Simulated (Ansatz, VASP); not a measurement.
## SiO2 in two plane-wave programs

Aim: how closely do two programs agree when they are given the same cell, functional and k mesh? The cell is taken from a series of runs on this material, whose earlier steps may have relaxed, scaled, displaced or heated it; both programs get it as it stands.

Program: Ansatz 0.2.0. Level of theory: plane waves, with VASP 6.6.1 beside it; G0W0 gap at PBE. Results are calculated unless marked as measured.

## (1) Starting point

The structure is trigonal, space group P3_221 (No. 154). The conventional cell has a = 4.916 Å, b = 4.916 Å, c = 5.408 Å, α = 90.00°, β = 90.00°, γ = 120.00°. Si has 4 O at 1.61 Å nearest. Nearest to O lie 2 Si at 1.61 Å. Farther neighbours and most contacts between anions are not listed.

As a file:

```xyz
9
Lattice="4.9164 0.0000 0.0000 -2.4582 4.2577 0.0000 0.0000 0.0000 5.4084" Properties=species:S:1:pos:R:3 pbc="T T T"
Si    2.3094    0.0000    3.6056
Si   -1.1547    2.0000    1.8028
Si    1.3035    2.2577    0.0000
O     1.3754    1.1393    4.2487
O     3.2420    0.6215    2.4459
O     2.7571    2.4970    0.6431
O     0.2990    1.7607    1.1597
O    -1.0828    3.1184    2.9625
O     0.7839    3.6362    4.7653
```

## (2) VASP: G0W0 gap, PBE

Quasiparticle shifts depend on high empty states and on the cores, so they are the hardest test of two PAW sets.

Lines of VASP's logs that name or quote its potential files are left out, and so is its time.

The run reads the wave functions of an earlier VASP run, which isn't shown here.

Contents of INCAR:

```
SYSTEM = SiO2
PREC = Accurate
ENCUT = 440
ISMEAR = 0
SIGMA = 0.01
LREAL = .FALSE.
GGA = PE
NBANDS = 320
ALGO = EVGW0
NELMGW = 1
ENCUTGW = 108
NOMEGA = 64
PRECFOCK = Fast
NBANDSGW = 32
LWAVE = .FALSE.
LCHARG = .FALSE.
```

Contents of POSCAR:

```
SiO2
1.0
    4.9163600000      0.0000000000      0.0000000000
   -2.4581800000      4.2576926541      0.0000000000
    0.0000000000      0.0000000000      5.4084000000
Si O
3 6
Direct
    0.4697300000      0.0000000000      0.6666666667
    0.0000000000      0.4697300000      0.3333333333
    0.5302700000      0.5302700000      0.0000000000
    0.4135400000      0.2675800000      0.7855800000
    0.7324200000      0.1459600000      0.4522466667
    0.8540400000      0.5864600000      0.1189133333
    0.2675800000      0.4135400000      0.2144200000
    0.1459600000      0.7324200000      0.5477533333
    0.5864600000      0.8540400000      0.8810866667
```

Contents of KPOINTS:

```
Automatic mesh
0
Gamma
6 6 4
0 0 0
```

PAW data sets: Si_GW and O_GW (PBE family, release 64).

Run with:

```console
mpirun -np 16 vasp_std
```

Numbers of over 12 decimals in the logs are rounded to 6 here.

Output:

```text
[banner, memory and clock lines left out]
running   16 mpi-ranks, on    1 nodes
 distrk:  each k-point on   16 cores,    1 groups
 distr:  one band on    1 cores,   16 groups

 POSCAR found type information on POSCAR SiO
 POSCAR found :  2 types and       9 ions
|                                                                             |
|           W    W    AA    RRRRR   N    N  II  N    N   GGGG   !!!           |
|           W    W   A  A   R    R  NN   N  II  NN   N  G    G  !!!           |
|           W    W  A    A  R    R  N N  N  II  N N  N  G       !!!           |
|           W WW W  AAAAAA  RRRRR   N  N N  II  N  N N  G  GGG   !            |
|           WW  WW  A    A  R   R   N   NN  II  N   NN  G    G                |
|           W    W  A    A  R    R  N    N  II  N    N   GGGG   !!!           |
|                                                                             |
|     For optimal performance we recommend to set                             |
|       NCORE = 2 up to number-of-cores-per-socket                            |
|     NCORE specifies how many cores store one orbital (NPAR=cpu/NCORE).      |
|     This setting can greatly improve the performance of VASP for DFT.       |
|     The default, NCORE=1 might be grossly inefficient on modern             |
|     multi-core architectures or massively parallel machines. Do your        |
|     Unfortunately you need to use the default for GW and RPA                |
|     calculations (for HF NCORE is supported but not extensively tested      |
|     yet).                                                                   |
|                                                                             |

|                                                                             |
|           W    W    AA    RRRRR   N    N  II  N    N   GGGG   !!!           |
|           W    W   A  A   R    R  NN   N  II  NN   N  G    G  !!!           |
|           W    W  A    A  R    R  N N  N  II  N N  N  G       !!!           |
|           W WW W  AAAAAA  RRRRR   N  N N  II  N  N N  G  GGG   !            |
|           WW  WW  A    A  R   R   N   NN  II  N   NN  G    G                |
|           W    W  A    A  R    R  N    N  II  N    N   GGGG   !!!           |
|                                                                             |
|     The default for ENCUTGWSOFT is different in this version of VASP.       |
|     please manually set ENCUTGWSOFT =108 in the INCAR file.                 |
|                                                                             |

 LDA part: xc-table for (Slater+PW92), standard interpolation
 found WAVECAR, reading the header
 POSCAR, INCAR and KPOINTS ok, starting setup
 FFT: planning ... GRIDC
 FFT: planning ... GRID_SOFT
 FFT: planning ... GRID
 reading WAVECAR
 the WAVECAR file was read successfully
 initial charge from wavefunction
 available memory per node:     17.42 GB, setting MAXMEM to     17839

 The Fermi energy was updated, please check that it is located mid-gap
 values below the HOMO (VB) or above the LUMO (CB) will cause erroneous energies
 E-fermi :   3.8965

 calculate exact exchange contribution
 the WAVEDER file was read successfully
energies w=
    0.000    0.000    0.559    0.000    1.117    0.000    1.673    0.000
    2.225    0.000    2.772    0.000    3.314    0.000    3.849    0.000
    4.378    0.000    4.900    0.000    5.414    0.000    5.921    0.000
    6.422    0.000    6.915    0.000    7.403    0.000    7.884    0.000
    8.361    0.000    8.833    0.000    9.302    0.000    9.768    0.000
   10.233    0.000   10.697    0.000   11.161    0.000   11.626    0.000
   12.094    0.000   12.566    0.000   13.042    0.000   13.525    0.000
   14.016    0.000   14.516    0.000   15.028    0.000   15.552    0.000
   16.092    0.000   16.649    0.000   17.227    0.000   17.827    0.000
   18.453    0.000   19.110    0.000   19.800    0.000   20.529    0.000
   21.302    0.000   22.126    0.000   23.009    0.000   23.958    0.000
   24.987    0.000   26.105    0.000   27.330    0.000   28.680    0.000
   30.179    0.000   31.855    0.000   33.746    0.000   35.898    0.000
   38.374    0.000   41.254    0.000   44.650    0.000   48.717    0.000
   53.674    0.000   59.850    0.000   67.753    0.000   78.215    0.000
   92.701    0.000  114.050    0.000  148.575    0.000  213.743    0.000
 responsefunction array rank=     320
 LDA part: xc-table for (Slater+PW92), standard interpolation

 min. memory requirement per mpi rank    462.1 MB, per node   7392.9 MB

 allocating   4 responsefunctions rank=   320
 shmem allocating  64 responsefunctions rank=   320
 response function shared by NCSHMEM nodes    1
 Doing            4  frequencies on each core in blocks of           64
NQ=   1    0.0000    0.0000    0.0000,
|.........|.........|.........|.........|.........|.........|.........|.........
 performed       2537000 updates of chi_q(r,r)
 total number of BLAS operations       1863.70 Gflops
NQ=   2    0.1667    0.0000    0.0000,
|.........|.........|.........|.........|.........|.........|.........|.........
 performed       6917000 updates of chi_q(r,r)
 total number of BLAS operations       4750.35 Gflops
NQ=   3    0.3333    0.0000    0.0000,
|.........|.........|.........|.........|.........|.........|.........|.........
 performed      11297000 updates of chi_q(r,r)
 total number of BLAS operations       7596.92 Gflops
NQ=   4    0.5000    0.0000    0.0000,
|.........|.........|.........|.........|.........|.........|.........|.........
 performed      14571000 updates of chi_q(r,r)
 total number of BLAS operations       9830.66 Gflops
NQ=   5    0.1667    0.1667    0.0000,
|.........|.........|.........|.........|.........|.........|.........|.........
 performed      18296000 updates of chi_q(r,r)
 total number of BLAS operations      12167.18 Gflops
NQ=   6    0.3333    0.1667    0.0000,
|.........|.........|.........|.........|.........|.........|.........|.........
 performed      23291000 updates of chi_q(r,r)
 total number of BLAS operations      15621.21 Gflops
NQ=   7    0.3333    0.3333    0.0000,
|.........|.........|.........|.........|.........|.........|.........|.........
 performed      26033000 updates of chi_q(r,r)
 total number of BLAS operations      17675.41 Gflops
NQ=   8    0.0000    0.0000    0.2500,
|.........|.........|.........|.........|.........|.........|.........|.........
 performed      29021000 updates of chi_q(r,r)
 total number of BLAS operations      19536.15 Gflops
NQ=   9    0.1667    0.0000    0.2500,
|.........|.........|.........|.........|.........|.........|.........|.........
 performed      33401000 updates of chi_q(r,r)
 total number of BLAS operations      22442.95 Gflops
NQ=  10    0.0000    0.1667    0.2500,
|.........|.........|.........|.........|.........|.........|.........|.........
 performed      37781000 updates of chi_q(r,r)
 total number of BLAS operations      25349.75 Gflops
NQ=  11    0.3333    0.0000    0.2500,
|.........|.........|.........|.........|.........|.........|.........|.........
 performed      42161000 updates of chi_q(r,r)
 total number of BLAS operations      28256.56 Gflops
NQ=  12    0.0000    0.3333    0.2500,
|.........|.........|.........|.........|.........|.........|.........|.........
 performed      46541000 updates of chi_q(r,r)
 total number of BLAS operations      31163.36 Gflops
NQ=  13    0.5000    0.0000    0.2500,
|.........|.........|.........|.........|.........|.........|.........|.........
 performed      50921000 updates of chi_q(r,r)
 total number of BLAS operations      34192.54 Gflops
NQ=  14    0.1667    0.1667    0.2500,
|.........|.........|.........|.........|.........|.........|.........|.........
 performed      55916000 updates of chi_q(r,r)
 total number of BLAS operations      37576.44 Gflops
NQ=  15    0.3333    0.1667    0.2500,
|.........|.........|.........|.........|.........|.........|.........|.........
 performed      60911000 updates of chi_q(r,r)
 total number of BLAS operations      40822.24 Gflops
NQ=  16   -0.1667    0.5000    0.2500,
|.........|.........|.........|.........|.........|.........|.........|.........
 performed      65906000 updates of chi_q(r,r)
 total number of BLAS operations      44068.04 Gflops
NQ=  17    0.3333    0.3333    0.2500,
|.........|.........|.........|.........|.........|.........|.........|.........
 performed      69139000 updates of chi_q(r,r)
 total number of BLAS operations      46213.83 Gflops
NQ=  18    0.0000    0.0000    0.5000,
|.........|.........|.........|.........|.........|.........|.........|.........
 performed      71676000 updates of chi_q(r,r)
 total number of BLAS operations      47737.85 Gflops
NQ=  19    0.1667    0.0000    0.5000,
|.........|.........|.........|.........|.........|.........|.........|.........
 performed      76056000 updates of chi_q(r,r)
 total number of BLAS operations      50485.41 Gflops
NQ=  20    0.3333    0.0000    0.5000,
|.........|.........|.........|.........|.........|.........|.........|.........
 performed      80436000 updates of chi_q(r,r)
 total number of BLAS operations      53392.22 Gflops
NQ=  21    0.5000    0.0000    0.5000,
|.........|.........|.........|.........|.........|.........|.........|.........
 performed      83710000 updates of chi_q(r,r)
 total number of BLAS operations      55565.18 Gflops
NQ=  22    0.1667    0.1667    0.5000,
|.........|.........|.........|.........|.........|.........|.........|.........
 performed      87435000 updates of chi_q(r,r)
 total number of BLAS operations      58071.57 Gflops
NQ=  23    0.3333    0.1667    0.5000,
|.........|.........|.........|.........|.........|.........|.........|.........
 performed      92430000 updates of chi_q(r,r)
 total number of BLAS operations      61340.19 Gflops
NQ=  24    0.3333    0.3333    0.5000,
|.........|.........|.........|.........|.........|.........|.........|.........
 performed      95172000 updates of chi_q(r,r)
 total number of BLAS operations      63159.83 Gflops
 resolving degeneracies of screened two electron integrals

 calculate QP shifts <psi_nk| G(iteration)W_0 |psi_nk>: iteration 1
 entering main loop
```

From OUTCAR (step 2):

```text
ion  position               nearest neighbor table
   1  0.470  0.000  0.667-   4 1.61   8 1.61   9 1.61   5 1.61   3 3.06   3 3.06   2 3.06   2 3.06

  LATTYP: Found a hexagonal cell.
 ALAT       =     4.9163600000
 C/A-ratio  =     1.1000821746

 Subroutine GETGRP returns: Found  6 space group operations
 (whereof  2 operations were pure point group operations)

The static configuration has the point symmetry C_2 .
 The point group associated with its full space group is D_3 .

 Found     24 irreducible k-points:

   k-points           NKPTS =     24   k-points in BZ     NKDIM =    144   number of bands    NBANDS=    320

   dimension x,y,z NGX =    36 NGY =   36 NGZ =   40
   dimension x,y,z NGXF=    72 NGYF=   72 NGZF=   80

   ENCUT  =  440.0 eV  32.34 Ry    5.69 a.u.   8.41  8.41  9.25*2*pi/ulx,y,z

   NELECT =      48.0000    total number of electrons

  energy-cutoff  :      440.00
  volume of cell :      113.21
      direct lattice vectors                 reciprocal lattice vectors
     4.916360000  0.000000000  0.000000000     0.203402517  0.117434498  0.000000000
    -2.458180000  4.257692654  0.000000000     0.000000000  0.234868996  0.000000000
     0.000000000  0.000000000  5.408400000     0.000000000  0.000000000  0.184897567

 k-points in reciprocal lattice and weights: Automatic mesh
   0.00000000  0.00000000  0.00000000       0.007
   0.16666667  0.00000000  0.00000000       0.042
   0.33333333  0.00000000  0.00000000       0.042
   0.50000000  0.00000000  0.00000000       0.021
   0.16666667  0.16666667  0.00000000       0.042
   0.33333333  0.16666667  0.00000000       0.083
   0.33333333  0.33333333  0.00000000       0.014
   0.00000000  0.00000000  0.25000000       0.014
   0.16666667  0.00000000  0.25000000       0.042
[...]
0.33333333  0.16666667  0.50000000       0.083
   0.33333333  0.33333333  0.50000000       0.014

 E-fermi :   3.8965

 QP shifts <psi_nk| G(iteration)W_0 |psi_nk>: iteration 1
 for sc-GW calculations column KS-energies equals QP-energies in previous step
 and V_xc(KS)=  KS-energies - (<T + V_ion + V_H > + <T+V_H+V_ion>^1  + <V_x>^1)
 k-point   1 :       0.0000    0.0000    0.0000
  band No.  KS-energies  QP-energies   sigma(KS)   V_xc(KS)     V^pw_x(r,r')   Z            occupation Imag(sigma)
    ...
     21      -0.0984      -1.8921     -20.9488     -18.7168     -24.8829       0.8036       2.0000       0.0552
     22       0.2172      -1.5098     -21.2840     -19.1358     -25.2175       0.8040       2.0000       0.0537
     23       0.5844      -1.0965     -21.3448     -19.2593     -25.2177       0.8060       2.0000       0.0517
     24       0.5844      -1.0965     -21.3448     -19.2593     -25.2177       0.8060       2.0000       0.0517
     25       6.8902       8.0540      -9.5786     -10.9234      -6.3476       0.8654       0.0000      -0.0443
     26      10.2047      11.6778      -8.8112     -10.5331      -5.1891       0.8555       0.0000      -0.0528
     27      10.2047      11.6778      -8.8112     -10.5331      -5.1891       0.8555       0.0000      -0.0528
     28      10.6651      12.2659      -9.6042     -11.4859      -5.9872       0.8507       0.0000      -0.0543
    ...

 k-point   2 :       0.1667    0.0000    0.0000
  band No.  KS-energies  QP-energies   sigma(KS)   V_xc(KS)     V^pw_x(r,r')   Z            occupation Imag(sigma)
    ...
     21      -0.0996      -1.8852     -20.9616     -18.7395     -24.8839       0.8035       2.0000       0.0552
     22       0.1186      -1.6289     -21.1980     -19.0259     -25.1242       0.8045       2.0000       0.0541
     23       0.6400      -1.0277     -21.5104     -19.4411     -25.4137       0.8060       2.0000       0.0518
     24       0.6752      -0.9813     -21.4961     -19.4418     -25.3893       0.8063       2.0000       0.0515
     25       7.3148       8.5487      -9.8861     -11.3154      -6.6766       0.8633       0.0000      -0.0447
     26      10.1798      11.7000      -8.9610     -10.7384      -5.3002       0.8553       0.0000      -0.0531
     27      10.2428      11.7594      -8.9275     -10.7017      -5.2413       0.8548       0.0000      -0.0536
     28      10.7026      12.2934      -9.4476     -11.3153      -5.8319       0.8518       0.0000      -0.0540
    ...

 k-point   3 :       0.3333    0.0000    0.0000
  band No.  KS-energies  QP-energies   sigma(KS)   V_xc(KS)     V^pw_x(r,r')   Z            occupation Imag(sigma)
    ...
     21      -0.1205      -1.8831     -21.0703     -18.8791     -24.9716       0.8044       2.0000       0.0548
     22       0.0751      -1.6791     -21.1896     -19.0077     -25.1176       0.8040       2.0000       0.0546
     23       0.6587      -0.9979     -21.6092     -19.5543     -25.5306       0.8062       2.0000       0.0519
     24       0.8121      -0.8109     -21.7066     -19.6938     -25.6231       0.8064       2.0000       0.0513
     25       8.3169       9.7136     -10.3421     -11.9701      -7.0882       0.8580       0.0000      -0.0468
     26      10.2125      11.8347      -9.7884     -11.6952      -6.1673       0.8507       0.0000      -0.0538
     27      10.3290      11.9111      -9.1492     -11.0011      -5.4413       0.8543       0.0000      -0.0538
     28      10.8276      12.4034      -9.4713     -11.3223      -5.8985       0.8513       0.0000      -0.0542
    ...

 k-point   4 :       0.5000    0.0000    0.0000
  band No.  KS-energies  QP-energies   sigma(KS)   V_xc(KS)     V^pw_x(r,r')   Z            occupation Imag(sigma)
    ...
     21      -0.1329      -1.8915     -21.0792     -18.8938     -24.9696       0.8047       2.0000       0.0546
     22       0.1209      -1.6231     -21.2569     -19.0873     -25.1885       0.8038       2.0000       0.0545
     23       0.6347      -1.0202     -21.5952     -19.5422     -25.5135       0.8061       2.0000       0.0519
     24       0.8676      -0.7418     -21.7864     -19.7910     -25.7107       0.8066       2.0000       0.0512
     25       9.1504      10.7115     -10.4783     -12.3076      -7.0317       0.8534       0.0000      -0.0508
     26       9.9004      11.4818     -10.6459     -12.5085      -7.3452       0.8491       0.0000      -0.0513
     27      10.6025      12.2569      -9.6948     -11.6385      -6.0332       0.8512       0.0000      -0.0547
     28      10.6175      12.1282      -8.9883     -10.7542      -5.3974       0.8555       0.0000      -0.0530
    ...

[... 4 further parts left out ...]
```

[end of part 1 of 2]

[Lines on the potential files, build, host, timing and source positions are cut from VASP's logs without a mark.]

[Logs are printed without paths, hosts, clocks, repeated set-up lines and the standing remarks that a program may print on its own settings, such as how far it seeks lower states.]

[Hosts, paths, dates, database ids (printed as entryN), source tags and the programs' standing remarks are cut or masked in the printed files.]
